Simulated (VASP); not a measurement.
Here is the system:

```
CELL_PARAMETERS angstrom
      0.00000     3.70762     3.60657
      3.67176     0.00000     3.60657
      3.67176     3.70762     0.00000
ATOMIC_POSITIONS crystal
  K  0.25000 0.25000 0.25000
  K  0.75000 0.75000 0.75000
  S  0.99261 0.00739 0.00739
```

The numbers are results of PBE GGA, VASP's PBE PAW potentials (set 64) (plane waves; VASP), not measurements. Run with 225 eV cut-off, 5×5×5 Γ-centred mesh, Gaussian smearing of 0.050 eV, potentials K_sv S.

**Question.** Estimate the energy per atom (σ→0).

**Answer.** 
```
Quantity                       Result
---------------------  --------------
energy per atom (σ→0)  -3.127 eV/atom
```

The compound is K2S in the antifluorite structure. The cell was not relaxed at this level, atoms are displaced from their ideal sites. The run is one of a series of settings (ENCUT = 225 against the base run), some of them coarse on purpose.
